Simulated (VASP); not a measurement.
Here is the system:

```
CELL_PARAMETERS angstrom
      4.16038     0.00000     0.00000
      0.00000     4.16038     0.00000
      0.00000     0.00000     4.16038
ATOMIC_POSITIONS crystal
  K  0.00000 0.00000 0.00000
  Zn 0.50000 0.50000 0.50000
  F  0.50000 0.00000 0.50000
  F  0.00000 0.50000 0.50000
  F  0.50000 0.50000 0.00000
```

Method: PBE GGA with D3 dispersion (zero damping), VASP's PBE PAW potentials (set 64) (plane waves; VASP). Settings: 520 eV cut-off, 6×6×6 Γ-centred mesh, Gaussian smearing of 0.050 eV, potentials K_sv Zn F.

### Question
Give the stress tensor in GPa (positive for a compressed cell).

### Answer

```
-1.77   0.00   0.00
 0.00  -1.77   0.00
 0.00   0.00  -1.77
```
The pressure is its mean diagonal, -1.77 GPa.

The compound is KZnF3 in the cubic perovskite structure. This cell is one point of a volume scan, at 1.03 of the reference volume.
